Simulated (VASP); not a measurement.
# A VASP study of Y (PBEsol): structure first, properties next, part 3 of 4

Aim: relax Y, then compute properties on the relaxed cell. Left out of this account: 1 further run (bands with PBEsol: it diverged and was aborted). The start is a cell from a database of measured crystal structures.

VASP 6.6.1; PBEsol; plane waves and PAW (Y_sv).

Still holding for the runs below: The k-mesh is coarse for a metal.

So far. Step 5 (Bands along the symmetry lines (PBEsol)): Of the bands kept, 2 cross the Fermi level on this path.

### Step 6. Total and projected DOS (PBEsol)

Here the states are counted by energy and projected on the atoms. The mesh is finer than in the run before.

INCAR

```
SYSTEM = Y
PREC = Accurate
ENCUT = 400
EDIFF = 1E-06
NELM = 100
ISMEAR = -5
SIGMA = 0.2
LREAL = .FALSE.
ALGO = Normal
GGA = PS
NBANDS = 23
LASPH = .TRUE.
LORBIT = 11
LWAVE = .FALSE.
LCHARG = .FALSE.
KPAR = 2
NEDOS = 2001
```

POSCAR

```
Y
1.0
    3.6039126222      0.0000000000      0.0000000000
   -1.8019563111      3.1210798839      0.0000000000
    0.0000000000      0.0000000000      5.5734566707
Y
2
Direct
    0.3333333333      0.6666666667      0.2500000000
    0.6666666667      0.3333333333      0.7500000000
```

KPOINTS

```
Automatic mesh
0
Gamma
11 11 6
0 0 0
```

The projector-augmented-wave data sets are Y_sv (PBE family, release 64).

On the command line:

```
$ mpirun -np 2 vasp_std
```

What it wrote:

```text
[... set-up lines as in an earlier step ...]
 entering main loop
       N       E                     dE             d eps       ncg     rms          rms(c)
DAV:   1     0.854279170474E+02    0.85428E+02   -0.94325E+03  2944   0.760E+02
DAV:   2    -0.633991608546E+01   -0.91768E+02   -0.88834E+02  3694   0.202E+02
DAV:   3    -0.138407173566E+02   -0.75008E+01   -0.73877E+01  5022   0.351E+01
DAV:   4    -0.140747533790E+02   -0.23404E+00   -0.23396E+00  3442   0.609E+00
DAV:   5    -0.140776571912E+02   -0.29038E-02   -0.29040E-02  3858   0.623E-01    0.342E+01
DAV:   6    -0.137155870790E+02    0.36207E+00   -0.37724E-01  3574   0.317E+00    0.211E+01
DAV:   7    -0.136513232728E+02    0.64264E-01   -0.68398E-01  3979   0.404E+00    0.175E+00
DAV:   8    -0.136398819476E+02    0.11441E-01   -0.10739E-01  3413   0.182E+00    0.573E-01
DAV:   9    -0.136396502064E+02    0.23174E-03   -0.26583E-03  3704   0.304E-01    0.170E-01
DAV:  10    -0.136396957236E+02   -0.45517E-04   -0.36010E-04  3224   0.135E-01    0.742E-02
DAV:  11    -0.136396950138E+02    0.70980E-06   -0.17884E-05  3855   0.236E-02    0.480E-02
DAV:  12    -0.136396936664E+02    0.13475E-05   -0.45181E-06  3301   0.134E-02    0.124E-02
DAV:  13    -0.136396944227E+02   -0.75640E-06   -0.46586E-07  2538   0.476E-03
   1 F= -.13639694E+02 E0= -.13639694E+02  d E =0.000000E+00
 -----------------------------------------------------------------------------
|                                                                             |
|           W    W    AA    RRRRR   N    N  II  N    N   GGGG   !!!           |
|           W    W   A  A   R    R  NN   N  II  NN   N  G    G  !!!           |
|           W    W  A    A  R    R  N N  N  II  N N  N  G       !!!           |
|           W WW W  AAAAAA  RRRRR   N  N N  II  N  N N  G  GGG   !            |
|           WW  WW  A    A  R   R   N   NN  II  N   NN  G    G                |
|           W    W  A    A  R    R  N    N  II  N    N   GGGG   !!!           |
|                                                                             |
|     Tetrahedron method does not include variations of the Fermi             |
|     occupations, so forces and stress will be inaccurate. We suggest        |
|     using a different smearing scheme ISMEAR = 1 or 2 for metals in         |
|     relaxations.                                                            |
|                                                                             |
 -----------------------------------------------------------------------------
```

Elapsed: 14 s, on 2 MPI ranks of Intel Xeon 6975P-C (Granite Rapids), shared host; peak memory 0.36 GiB; 23 s of CPU time.

Parts of OUTCAR (step 6):

```text
   k-points           NKPTS =     64   k-points in BZ     NKDIM =     64   number of bands    NBANDS=     23

   NELECT =      22.0000    total number of electrons

 E-fermi :   3.1142

 k-point     1 :       0.0000    0.0000    0.0000
  band No.  band energies     occupation
    ...
      6     -19.0744      2.00000
      7     -19.0744      2.00000
      8     -19.0220      2.00000
      9      -1.6627      2.00000
     10       1.1853      2.00000
     11       4.2605      0.00000
     12       4.8635      0.00000
     13       4.8635      0.00000
     14       5.3130      0.00000
     15       5.5345      0.00000
    ...

  Total       -0.0622978     -0.0622978     -0.0446766     -0.0000000      0.0000000      0.0000000
  in kB       -1.5921329     -1.5921329     -1.1417914     -0.0000000      0.0000000      0.0000000
  external PRESSURE =      -1.4420190 kB  Pullay stress =       0.0000000 kB

 POSITION                                       TOTAL-FORCE (eV/Angst)
 -----------------------------------------------------------------------------------
     -0.00000      2.08072      1.39336         0.000000     -0.000000      0.000000
      1.80196      1.04036      4.18009        -0.000000      0.000000      0.000000
 -----------------------------------------------------------------------------------
    total drift:                               -0.000000      0.000000     -0.000000

  FREE ENERGIE OF THE ION-ELECTRON SYSTEM (eV)
  ---------------------------------------------------
  free  energy   TOTEN  =       -13.6396944227 eV

  energy  without entropy=      -13.6396944227  energy(sigma->0) =      -13.63969442

[... 7 parts as in an earlier step ...]

[... 9 further parts left out ...]
```

With tetrahedra the forces and stress of a metal are not exact derivatives of the energy.

This step gave:

* SCF cycles: 13
* irreducible k-points: 64
* Fermi energy: 3.114 eV
* pressure: -0.1442 GPa
* DOS at the Fermi level: 4.020 states/eV/cell

The density of states has structure finer than the step of the table below, so its rows give means over 0.5 eV, whole bins alone (the curve runs from -12.0 to 2.54 eV). Peaks (eV: height): total -0.97: 2.61, 0.11: 5.57, 1.37: 4.78, 2.09: 4.71; Y d 0.11: 2.54, 1.37: 2.69, 2.09: 3.11; Y p 0.11: 1.02, 1.55: 0.740, 2.09: 0.392; Y s -1.87: 0.33, 1.64: 0.0517.

States under -12.0 eV and over 2.5 eV are left out. Table of density of states by energy, zero at the Fermi level; means over each step; values in states/eV/cell:

```csv
energy (eV),total,Y d,Y p,Y s
-5.5,0,0,0,0
-5.0,5.0e-4,0,3.6e-6,1.6e-4
-4.5,0.104,1.3e-4,0.00342,0.0319
-4.0,0.239,0.00196,0.0156,0.0699
-3.5,0.358,0.00778,0.0352,0.0979
-3.0,0.506,0.0243,0.0632,0.127
-2.5,0.743,0.0736,0.103,0.163
-2.0,1.47,0.314,0.165,0.252
-1.5,1.91,0.563,0.206,0.237
-1.0,2.37,0.951,0.239,0.141
-0.5,2.40,1.10,0.334,0.0328
0.0,4.05,1.82,0.740,0.0391
0.5,1.66,0.808,0.270,0.00954
1.0,3.00,1.60,0.454,0.0243
1.5,4.29,2.46,0.576,0.0450
2.0,3.79,2.46,0.338,0.0286
```

The finer mesh and the other smearing move the Fermi level by -0.01 eV from the 7×7×4 run, a small shift, which tests the Fermi level alone. Of the states within 0.3 eV of the Fermi level, the largest shares in the PAW spheres are Y d 45 % and Y p 18 %. The rest lies in smaller channels or between the spheres.

### Step 7. Volume scan with PBEsol, volume scale 0.94

An equation of state needs energies on both sides of the minimum, all on one mesh and cutoff.

INCAR

```
SYSTEM = Y
PREC = Accurate
ENCUT = 400
EDIFF = 1E-06
NELM = 100
ISMEAR = 1
SIGMA = 0.2
LREAL = .FALSE.
ALGO = Normal
GGA = PS
NBANDS = 17
LASPH = .TRUE.
LORBIT = 11
LWAVE = .FALSE.
LCHARG = .FALSE.
KPAR = 2
ISIF = 2
```

POSCAR

```
Y
1.0
    3.5303427417      0.0000000000      0.0000000000
   -1.7651713709      3.0573664985      0.0000000000
    0.0000000000      0.0000000000      5.4596807321
Y
2
Direct
    0.3333333333      0.6666666667      0.2500000000
    0.6666666667      0.3333333333      0.7500000000
```

KPOINTS

```
Automatic mesh
0
Gamma
7 7 4
0 0 0
```

On the command line:

```
$ mpirun -np 2 vasp_std
```

What it wrote:

```text
[... set-up lines as in an earlier step ...]
 entering main loop
       N       E                     dE             d eps       ncg     rms          rms(c)
DAV:   1     0.777467478176E+02    0.77747E+02   -0.10026E+04   816   0.103E+03
DAV:   2    -0.742879406151E+01   -0.85176E+02   -0.83732E+02  1044   0.241E+02
DAV:   3    -0.138290639858E+02   -0.64003E+01   -0.63453E+01  1386   0.414E+01
DAV:   4    -0.139968431227E+02   -0.16778E+00   -0.16752E+00  1010   0.625E+00
DAV:   5    -0.140005297355E+02   -0.36866E-02   -0.36863E-02  1144   0.737E-01    0.362E+01
DAV:   6    -0.136681435050E+02    0.33239E+00   -0.42619E-01   877   0.425E+00    0.224E+01
DAV:   7    -0.136229689468E+02    0.45175E-01   -0.84896E-01  1131   0.542E+00    0.184E+00
DAV:   8    -0.136098050490E+02    0.13164E-01   -0.14473E-01   995   0.234E+00    0.569E-01
DAV:   9    -0.136096131522E+02    0.19190E-03   -0.47516E-03  1122   0.457E-01    0.198E-01
DAV:  10    -0.136096087239E+02    0.44283E-05   -0.79281E-04   961   0.242E-01    0.930E-02
DAV:  11    -0.136096107340E+02   -0.20101E-05   -0.44644E-05  1227   0.499E-02    0.571E-02
DAV:  12    -0.136096073656E+02    0.33684E-05   -0.88475E-06   884   0.234E-02    0.157E-02
DAV:  13    -0.136096080480E+02   -0.68241E-06   -0.13854E-06   673   0.111E-02
   1 F= -.13609608E+02 E0= -.13608388E+02  d E =-.366041E-02
```

Run time: 6.4 s. Hardware: 2 MPI ranks; peak memory 0.3 GiB.

Parts of OUTCAR (step 7):

```text
   ENCUT  =  400.0 eV  29.40 Ry    5.42 a.u.   5.76  5.76  8.90*2*pi/ulx,y,z

   NELECT =      22.0000    total number of electrons

 E-fermi :   3.4557

 k-point     1 :       0.0000    0.0000    0.0000
  band No.  band energies     occupation
    ...
      6     -18.5718      2.00000
      7     -18.5718      2.00000
      8     -18.5054      2.00000
      9      -1.4367      2.00000
     10       1.3894      2.00000
     11       4.8069     -0.00000
     12       5.2182     -0.00000
     13       5.2182     -0.00000
     14       5.7077     -0.00000
     15       5.9442     -0.00000
    ...

  Total        1.0576626      1.0576626      1.1701484     -0.0000000      0.0000000     -0.0000000
  in kB       28.7558439     28.7558439     31.8141194     -0.0000000      0.0000000     -0.0000000
  external PRESSURE =      29.7752691 kB  Pullay stress =       0.0000000 kB

 POSITION                                       TOTAL-FORCE (eV/Angst)
 -----------------------------------------------------------------------------------
     -0.00000      2.03824      1.36492         0.000000      0.000000      0.000000
      1.76517      1.01912      4.09476        -0.000000     -0.000000      0.000000
 -----------------------------------------------------------------------------------
    total drift:                               -0.000000      0.000000     -0.000000

  FREE ENERGIE OF THE ION-ELECTRON SYSTEM (eV)
  ---------------------------------------------------
  free  energy   TOTEN  =       -13.6096080480 eV

  energy  without entropy=      -13.6059476389  energy(sigma->0) =      -13.60838791

[... 5 parts as in an earlier step ...]

[... 11 further parts left out ...]
```

The scan keeps the cell's shape and the fractional positions fixed.

This step gave:

- bands: 17
- irreducible k-points: 24
- free energy (TOTEN): -13.61 eV
- energy at zero smearing: -13.61 eV
- Fermi energy: 3.456 eV
- pressure: 2.978 GPa

The pressure here is 2.98 GPa.

### Step 8. Volume scan with PBEsol, volume scale 0.96

INCAR is that of step 7.

POSCAR

```
Y
1.0
    3.5552051295      0.0000000000      0.0000000000
   -1.7776025647      3.0788979578      0.0000000000
    0.0000000000      0.0000000000      5.4981304548
Y
2
Direct
    0.3333333333      0.6666666667      0.2500000000
    0.6666666667      0.3333333333      0.7500000000
```

KPOINTS is that of step 7.

On the command line:

```
$ mpirun -np 2 vasp_std
```

What it wrote:

```text
[... set-up lines as in an earlier step ...]
 entering main loop
       N       E                     dE             d eps       ncg     rms          rms(c)
DAV:   1     0.781912572436E+02    0.78191E+02   -0.10045E+04   816   0.103E+03
DAV:   2    -0.697045693091E+01   -0.85162E+02   -0.83770E+02  1015   0.238E+02
DAV:   3    -0.138882228499E+02   -0.69178E+01   -0.68653E+01  1420   0.416E+01
DAV:   4    -0.140335446821E+02   -0.14532E+00   -0.14525E+00   956   0.657E+00
DAV:   5    -0.140379683189E+02   -0.44236E-02   -0.44232E-02  1193   0.801E-01    0.357E+01
DAV:   6    -0.136938654770E+02    0.34410E+00   -0.43544E-01   885   0.427E+00    0.221E+01
DAV:   7    -0.136425391020E+02    0.51326E-01   -0.86559E-01  1107   0.545E+00    0.184E+00
DAV:   8    -0.136292470357E+02    0.13292E-01   -0.15056E-01   996   0.237E+00    0.653E-01
DAV:   9    -0.136289388435E+02    0.30819E-03   -0.47532E-03  1145   0.451E-01    0.245E-01
DAV:  10    -0.136289551547E+02   -0.16311E-04   -0.91885E-04   937   0.266E-01    0.117E-01
DAV:  11    -0.136289544954E+02    0.65931E-06   -0.58131E-05  1250   0.605E-02    0.760E-02
DAV:  12    -0.136289503390E+02    0.41564E-05   -0.10307E-05   949   0.245E-02    0.235E-02
DAV:  13    -0.136289509698E+02   -0.63079E-06   -0.22037E-06   672   0.138E-02
   1 F= -.13628951E+02 E0= -.13628187E+02  d E =-.229262E-02
```

Run time: 6.8 s. Hardware: 2 MPI ranks; peak memory 0.3 GiB; 11 s of CPU time.

From OUTCAR (step 8):

```text
   ENCUT  =  400.0 eV  29.40 Ry    5.42 a.u.   5.80  5.80  8.97*2*pi/ulx,y,z

   NELECT =      22.0000    total number of electrons

 E-fermi :   3.3418

 k-point     1 :       0.0000    0.0000    0.0000
  band No.  band energies     occupation
    ...
      6     -18.7473      2.00000
      7     -18.7473      2.00000
      8     -18.6840      2.00000
      9      -1.5166      2.00000
     10       1.3179      2.00000
     11       4.6166     -0.00000
     12       5.0948     -0.00000
     13       5.0948     -0.00000
     14       5.5719     -0.00000
     15       5.8014     -0.00000
    ...

  Total        0.6986004      0.6986004      0.7603110      0.0000000     -0.0000000     -0.0000000
  in kB       18.5979228     18.5979228     20.2407613      0.0000000     -0.0000000     -0.0000000
  external PRESSURE =      19.1455356 kB  Pullay stress =       0.0000000 kB

 POSITION                                       TOTAL-FORCE (eV/Angst)
 -----------------------------------------------------------------------------------
     -0.00000      2.05260      1.37453        -0.000000      0.000000      0.000000
      1.77760      1.02630      4.12360         0.000000     -0.000000      0.000000
 -----------------------------------------------------------------------------------
    total drift:                               -0.000000      0.000000     -0.000000

  FREE ENERGIE OF THE ION-ELECTRON SYSTEM (eV)
  ---------------------------------------------------
  free  energy   TOTEN  =       -13.6289509698 eV

  energy  without entropy=      -13.6266583533  energy(sigma->0) =      -13.62818676

[... 5 parts as in an earlier step ...]

[... 11 further parts left out ...]
```

This step gave:

```
free energy (TOTEN)     : -13.63 eV
energy at zero smearing : -13.63 eV
Fermi energy            : 3.342 eV
pressure                : 1.915 GPa
```

The pressure falls from 2.98 to 1.91 GPa.

The run ends at a pressure of 1.91 GPa.

### Step 9. Volume scan with PBEsol, volume scale 0.98

INCAR is that of step 8.

POSCAR

```
Y
1.0
    3.5797245604      0.0000000000      0.0000000000
   -1.7898622802      3.1001324079      0.0000000000
    0.0000000000      0.0000000000      5.5360497941
Y
2
Direct
    0.3333333333      0.6666666667      0.2500000000
    0.6666666667      0.3333333333      0.7500000000
```

KPOINTS is that of step 8.

On the command line:

```
$ mpirun -np 2 vasp_std
```

What it wrote:

```text
[... set-up lines as in an earlier step ...]
 entering main loop
       N       E                     dE             d eps       ncg     rms          rms(c)
DAV:   1     0.768383657202E+02    0.76838E+02   -0.10118E+04   832   0.103E+03
DAV:   2    -0.742190474589E+01   -0.84260E+02   -0.82860E+02  1056   0.239E+02
DAV:   3    -0.138848792561E+02   -0.64630E+01   -0.64292E+01  1409   0.408E+01
DAV:   4    -0.140640187950E+02   -0.17914E+00   -0.17908E+00  1025   0.685E+00
[...]
DAV:  11    -0.136402857330E+02    0.35046E-06   -0.56111E-05  1265   0.587E-02    0.793E-02
DAV:  12    -0.136402815700E+02    0.41630E-05   -0.10537E-05   942   0.251E-02    0.260E-02
DAV:  13    -0.136402821230E+02   -0.55300E-06   -0.21732E-06   714   0.137E-02
   1 F= -.13640282E+02 E0= -.13639930E+02  d E =-.105536E-02
```

The job ended after 6.2 s (2 MPI ranks; peak memory 0.3 GiB; 9.8 s of CPU time).

OUTCAR, selected parts (step 9):

```text
  Total        0.3466154      0.3466154      0.3712803      0.0000000     -0.0000000     -0.0000000
  in kB        9.0391696      9.0391696      9.6823910      0.0000000     -0.0000000     -0.0000000
  external PRESSURE =       9.2535767 kB  Pullay stress =       0.0000000 kB

 POSITION                                       TOTAL-FORCE (eV/Angst)
 -----------------------------------------------------------------------------------
     -0.00000      2.06675      1.38401         0.000000     -0.000000      0.000000
      1.78986      1.03338      4.15204        -0.000000      0.000000      0.000000
 -----------------------------------------------------------------------------------
    total drift:                               -0.000000      0.000000     -0.000000

  FREE ENERGIE OF THE ION-ELECTRON SYSTEM (eV)
  ---------------------------------------------------
  free  energy   TOTEN  =       -13.6402821230 eV

  energy  without entropy=      -13.6392267630  energy(sigma->0) =      -13.63993034

[... 1 part as in an earlier step ...]

[... 2 further parts left out ...]
[key lines of the parts left out:]
E-fermi :   3.2319
```

The pressure falls from 1.91 to 0.93 GPa.

The run ends at a pressure of 0.93 GPa.

### Step 10. Volume scan with PBEsol, volume scale 1

INCAR is that of step 9.

POSCAR

```
Y
1.0
    3.6039126222      0.0000000000      0.0000000000
   -1.8019563111      3.1210798839      0.0000000000
    0.0000000000      0.0000000000      5.5734566707
Y
2
Direct
    0.3333333333      0.6666666667      0.2500000000
    0.6666666667      0.3333333333      0.7500000000
```

KPOINTS is that of step 9.

On the command line:

```
$ mpirun -np 2 vasp_std
```

What it wrote:

```text
[... set-up lines as in an earlier step ...]
 entering main loop
       N       E                     dE             d eps       ncg     rms          rms(c)
[... 14 cycles as in an earlier step ...]
   1 F= -.13644124E+02 E0= -.13644130E+02  d E =0.187347E-04
```

Elapsed: 7.6 s, on 2 MPI ranks; peak memory 0.3 GiB; 12 s of CPU time.

OUTCAR, selected parts (step 10):

```text
[... 6 parts as in an earlier step ...]

[... 1 further part left out ...]
[key lines of the parts left out:]
E-fermi :   3.1257
```

The pressure falls from 0.93 to 0.00 GPa.

The run ends at a pressure of 0.00 GPa.

### Step 11. Volume scan with PBEsol, volume scale 1.02

INCAR is that of step 10.

POSCAR

```
Y
1.0
    3.6277802888      0.0000000000      0.0000000000
   -1.8138901444      3.1417498895      0.0000000000
    0.0000000000      0.0000000000      5.6103680555
Y
2
Direct
    0.3333333333      0.6666666667      0.2500000000
    0.6666666667      0.3333333333      0.7500000000
```

KPOINTS is that of step 10.

On the command line:

```
$ mpirun -np 2 vasp_std
```

What it wrote:

```text
[... set-up lines as in an earlier step ...]
 entering main loop
       N       E                     dE             d eps       ncg     rms          rms(c)
DAV:   1     0.748055013295E+02    0.74806E+02   -0.10111E+04   824   0.103E+03
DAV:   2    -0.732789359617E+01   -0.82133E+02   -0.80811E+02  1035   0.232E+02
DAV:   3    -0.139267751551E+02   -0.65989E+01   -0.65563E+01  1460   0.406E+01
DAV:   4    -0.140967142493E+02   -0.16994E+00   -0.16987E+00  1013   0.690E+00
[...]
DAV:  12    -0.136410432571E+02    0.42943E-05   -0.29819E-05   900   0.476E-02    0.180E-02
DAV:  13    -0.136410460016E+02   -0.27445E-05   -0.55894E-06   894   0.209E-02    0.343E-03
DAV:  14    -0.136410461015E+02   -0.99939E-07   -0.16080E-07   519   0.326E-03
   1 F= -.13641046E+02 E0= -.13641351E+02  d E =0.915823E-03
```

It took 6.8 s on 2 MPI ranks; peak memory 0.31 GiB; 11 s of CPU time.

From OUTCAR (step 11):

```text
  Total       -0.3334632     -0.3334632     -0.3497634      0.0000000      0.0000000      0.0000000
  in kB       -8.3551569     -8.3551569     -8.7635698      0.0000000      0.0000000      0.0000000
  external PRESSURE =      -8.4912945 kB  Pullay stress =       0.0000000 kB

 POSITION                                       TOTAL-FORCE (eV/Angst)
 -----------------------------------------------------------------------------------
     -0.00000      2.09450      1.40259         0.000000      0.000000      0.000000
      1.81389      1.04725      4.20778        -0.000000     -0.000000      0.000000
 -----------------------------------------------------------------------------------
    total drift:                               -0.000000      0.000000     -0.000000

  FREE ENERGIE OF THE ION-ELECTRON SYSTEM (eV)
  ---------------------------------------------------
  free  energy   TOTEN  =       -13.6410461015 eV

  energy  without entropy=      -13.6419619249  energy(sigma->0) =      -13.64135138

[... 1 part as in an earlier step ...]

[... 2 further parts left out ...]
[key lines of the parts left out:]
E-fermi :   3.0234
```

The pressure falls from 0.00 to -0.85 GPa.

The run ends at a pressure of -0.85 GPa.

(Continued in part 4 of 4.)

[Lines on the potential files, build, host, timing and source positions are cut from VASP's logs without a mark.]

[Logs are printed without paths, hosts, clocks, repeated set-up lines and the standing remarks that a program may print on its own settings, such as how far it seeks lower states.]

[Hosts, paths, dates, database ids (printed as entryN), source tags and the programs' standing remarks are cut or masked in the printed files.]

[A measured line is paired with the nearest computed mode of its activity, which favours agreement.]
